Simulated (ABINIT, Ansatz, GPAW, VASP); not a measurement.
**TaWC2: 4 runs at one level of theory**

```
W Ta C
1.0
     1.57186    0.90751    5.10162
    -1.57186    0.90751    5.10162
     0.00000   -1.81502    5.10162
W Ta C
1 1 2
Cartesian
  0.0000 0.0000 0.0000
  0.0000 0.0000 7.6524
  0.0000 0.0000 3.8405
  0.0000 0.0000 11.4644
```

The cell comes from a database or a generator and needn't be the stable form of this composition.

Alike in all runs: task single point; functional PBEsol; k mesh 10 × 10 × 10; occupations fermi-dirac, width 0.05 eV; no spin polarisation; no spin-orbit coupling. Pressure is positive in compression and, in plane waves, holds the error of the finite cutoff.

```csv
program and potentials,plane-wave cutoff (eV),notes,pressure (GPa),largest force (eV/Å)
"VASP, PBE PAW files C, Ta_pv, W_sv, 520 eV",520,potentials made for PBE; 8.25 valence electrons an atom on average,-9.98,0.090
"GPAW, PAW data sets generated for this functional",800,8.75 valence electrons an atom on average,-10.89,0.125
"ABINIT, JTH PAW PBE v2.0",517,potentials made for PBE; 8.75 valence electrons an atom on average,?,?
"Ansatz, all-electron LAPW, scalar-relativistic",-,-,-10.87,0.076
```

**Question.** Estimate from the other rows what the run with ABINIT, JTH PAW PBE v2.0 gave.

**Answer.** Pressure -10.27 GPa; largest force 0.069 eV/Å. The other rows, which needn't bracket it: pressure -10.89 to -9.98; largest force 0.076 to 0.125.
